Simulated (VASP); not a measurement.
All values below come from PBE GGA with D3 dispersion (zero damping), VASP's PBE PAW potentials (set 64) (plane waves; VASP).

Input for VASP

### KPOINTS
```
Automatic
0
Gamma
 11 11 6
```

**INCAR**
```
ALGO = Normal
EDIFF = 1E-6
EDIFFG = -0.01
ENCUT = 520
GGA = PE
IBRION = 2
ISIF = 3
ISMEAR = 1
IVDW = 11
LASPH = .TRUE.
LCHARG = .FALSE.
LMAXMIX = 6
LREAL = .FALSE.
LWAVE = .FALSE.
NELM = 100
NSW = 60
PREC = Accurate
SIGMA = 0.1
SYSTEM = Tm
```

**POSCAR**
```
Tm
1
    1.7563447083    -3.0420783394     0.0000000000
    1.7563447083     3.0420783394    -0.0000000000
   -0.0000000000    -0.0000000000     5.4136160918
Tm
2
Direct
  0.3333330000   0.6666670000   0.2500000000
  0.6666670000   0.3333330000   0.7500000000
```

POTCAR, in this order: Tm_3 (PBE.64 set). Program: vasp_std.

The run wrote:

File OUTCAR:
```
 ion  position               nearest neighbor table
   1  0.333  0.667  0.250-   2 3.38   2 3.38   2 3.38   2 3.38   2 3.38   2 3.38
   2  0.667  0.333  0.750-   1 3.38   1 3.38   1 3.38   1 3.38   1 3.38   1 3.38
  LATTYP: Found a hexagonal cell.
 ALAT       =     3.5126894764
 C/A-ratio  =     1.5411598800
 Subroutine PRICEL returns:
 Original cell was already a primitive cell.
 Subroutine GETGRP returns: Found 24 space group operations
The static configuration has the point symmetry D_3d.
 The point group associated with its full space group is D_6h.
The dynamic configuration has the point symmetry D_3d.
 Subroutine INISYM returns: Found 24 space group operations
 Subroutine IBZKPT returns following result:
 Found     64 irreducible k-points:

 Following reciprocal coordinates:
            Coordinates               Weight
  0.000000  0.000000  0.000000      1.000000
  0.090909 -0.000000  0.000000      6.000000
  0.181818  0.000000  0.000000      6.000000
  0.272727  0.000000  0.000000      6.000000
  0.363636 -0.000000  0.000000      6.000000
  0.454545 -0.000000  0.000000      6.000000
  0.090909  0.090909  0.000000      6.000000
  0.181818  0.090909  0.000000     12.000000
  0.272727  0.090909  0.000000     12.000000
  0.363636  0.090909  0.000000     12.000000
  0.454545  0.090909  0.000000      6.000000
  0.181818  0.181818  0.000000      6.000000
  0.272727  0.181818  0.000000     12.000000
  0.363636  0.181818  0.000000     12.000000
  0.272727  0.272727  0.000000      6.000000
  0.363636  0.272727  0.000000      6.000000
  0.000000  0.000000  0.166667      2.000000
  0.090909 -0.000000  0.166667     12.000000
  0.181818  0.000000  0.166667     12.000000
  0.272727  0.000000  0.166667     12.000000
  0.363636 -0.000000  0.166667     12.000000
  0.454545 -0.000000  0.166667     12.000000
  0.090909  0.090909  0.166667     12.000000
  0.181818  0.090909  0.166667     24.000000
  0.272727  0.090909  0.166667     24.000000
  0.363636  0.090909  0.166667     24.000000
  0.454545  0.090909  0.166667     12.000000
  0.181818  0.181818  0.166667     12.000000
  0.272727  0.181818  0.166667     24.000000
  0.363636  0.181818  0.166667     24.000000
  0.272727  0.272727  0.166667     12.000000
  0.363636  0.272727  0.166667     12.000000
  0.000000  0.000000  0.333333      2.000000
  0.090909 -0.000000  0.333333     12.000000
  0.181818  0.000000  0.333333     12.000000
  0.272727  0.000000  0.333333     12.000000
  0.363636 -0.000000  0.333333     12.000000
  0.454545 -0.000000  0.333333     12.000000
  0.090909  0.090909  0.333333     12.000000
  0.181818  0.090909  0.333333     24.000000
   k-points           NKPTS =     64   k-points in BZ     NKDIM =     64   number of bands    NBANDS=     13
   number of dos      NEDOS =    301   number of ions     NIONS =      2
   total plane-waves  NPLWV =  31360
   dimension x,y,z NGX =    28 NGY =   28 NGZ =   40
   dimension x,y,z NGXF=    56 NGYF=   56 NGZF=   80
   ions per type =               2
   PREC   = accura    normal or accurate (medium, high low for compatibility)
   ISTART =      0    job   : 0-new  1-cont  2-samecut
   ICHARG =      2    charge: 1-file 2-atom 10-const
   ISPIN  =      1    spin polarized calculation?
   LNONCOLLINEAR =      F non collinear calculations
   LSORBIT =      F    spin-orbit coupling
   INIWAV =      1    electr: 0-lowe 1-rand  2-diag
   ENCUT  =  520.0 eV  38.22 Ry    6.18 a.u.   6.53  6.53 10.07*2*pi/ulx,y,z
   NELM   =    100;   NELMIN=  2; NELMDL= -5     # of ELM steps
   EDIFF  = 0.1E-05   stopping-criterion for ELM
   LREAL  =      F    real-space projection
...
```

OSZICAR:
```
       N       E                     dE             d eps       ncg     rms          rms(c)
DAV:   1     0.668851429041E+02    0.66885E+02   -0.84331E+03  1664   0.131E+03
DAV:   2    -0.460523674318E+01   -0.71490E+02   -0.70405E+02  1707   0.409E+02
DAV:   3    -0.881754353700E+01   -0.42123E+01   -0.39069E+01  2749   0.618E+01
DAV:   4    -0.891961673887E+01   -0.10207E+00   -0.99534E-01  2660   0.785E+00
DAV:   5    -0.892091433233E+01   -0.12976E-02   -0.12999E-02  2430   0.784E-01    0.244E+01
DAV:   6    -0.892230423855E+01   -0.13899E-02   -0.29886E-02  2579   0.213E+00    0.145E+01
DAV:   7    -0.893892888135E+01   -0.16625E-01   -0.52309E-02  2499   0.274E+00    0.396E-01
DAV:   8    -0.893871992481E+01    0.20896E-03   -0.28779E-03  2134   0.492E-01    0.107E-01
DAV:   9    -0.893872947791E+01   -0.95531E-05   -0.23270E-04  2761   0.164E-01    0.294E-02
DAV:  10    -0.893872313569E+01    0.63422E-05   -0.23549E-05  2275   0.447E-02    0.370E-02
DAV:  11    -0.893872373040E+01   -0.59470E-06   -0.22868E-06  1594   0.159E-02
   1 F= -.95757200E+01 E0= -.95766249E+01  d E =-.957572E+01
```

File OUTCAR:
```
------------------------ aborting loop because EDIFF is reached ----------------------------------------
 Edisp (eV)   -0.63700
  FORCE on cell =-STRESS in cart. coord.  units (eV):
  Direction    XX          YY          ZZ          XY          YZ          ZX
  --------------------------------------------------------------------------------------
  Total      -0.00854    -0.00854    -0.00677     0.00000     0.00000     0.00000
  in kB      -0.23661    -0.23661    -0.18744     0.00000     0.00000     0.00000
  external pressure =       -0.22 kB  Pullay stress =        0.00 kB
  volume of cell :       57.85
      direct lattice vectors                 reciprocal lattice vectors
     1.756344708 -3.042078339  0.000000000     0.284682157 -0.164361316  0.000000000
     1.756344708  3.042078339  0.000000000     0.284682157  0.164361316  0.000000000
     0.000000000  0.000000000  5.413616092     0.000000000  0.000000000  0.184719415
 POSITION                                       TOTAL-FORCE (eV/Angst)
 -----------------------------------------------------------------------------------
      1.75634      1.01403      1.35340        -0.000000     -0.000000      0.000000
      1.75634     -1.01403      4.06021         0.000000      0.000000      0.000000
 -----------------------------------------------------------------------------------
    total drift:                                0.000000      0.000068     -0.000012
  FREE ENERGIE OF THE ION-ELECTRON SYSTEM (eV)
  ---------------------------------------------------
  free  energy   TOTEN  =        -9.5757200461 eV

  energy  without entropy=       -9.5784346844  energy(sigma->0) =       -9.57662493

 reached required accuracy - stopping structural energy minimisation
```
(Selected blocks of OUTCAR.)

The 4f electrons are frozen in the core of the lanthanide potential, so 4f levels, which can set the real gap, and their magnetism are missing.

The compound is Tm in the hcp structure. It was relaxed first. The start is the result of an earlier pass.
